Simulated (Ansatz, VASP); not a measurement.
One calculation of YSiF3, two programs

```
Y Si F
1.0
     2.77375    1.60143    4.52952
    -2.77375    1.60143    4.52952
     0.00000   -3.20286    4.52952
Y Si F
2 2 6
Direct
  0.75000 0.75000 0.75000
  0.25000 0.25000 0.25000
  0.50000 0.50000 0.50000
  0.00000 0.00000 0.00000
  0.82305 0.25000 0.67695
  0.67695 0.82305 0.25000
  0.25000 0.67695 0.82305
  0.17695 0.75000 0.32305
  0.32305 0.17695 0.75000
  0.75000 0.32305 0.17695
```

Alike in both runs: task single point; functional PBE; k mesh 4 × 4 × 4; occupations gaussian, width 0.1 eV; no spin polarisation.

```csv
,VASP,Ansatz
version,VASP 6.6.1,Ansatz 0.2.0
potentials or method,"VASP PAW PBE potentials, release 64 (Y_sv, Si, F)","scalar-relativistic, plane waves, PAW"
plane-wave cutoff (eV),520,420
valence electrons in the cell,72,72
```

```tsv
	VASP	Ansatz	Ansatz less VASP
gap on the k mesh at the Fermi level (eV)	none	none	-
rms of the force components (eV/Å)	0.232	0.233	+0.0011
```

Atom by atom the forces differ by 0.001 eV/Å (rms over components). A gap of «none» marks a metal or a gap that the smearing closes. With one functional, cell and mesh, what is left measures potentials, basis and numerics.
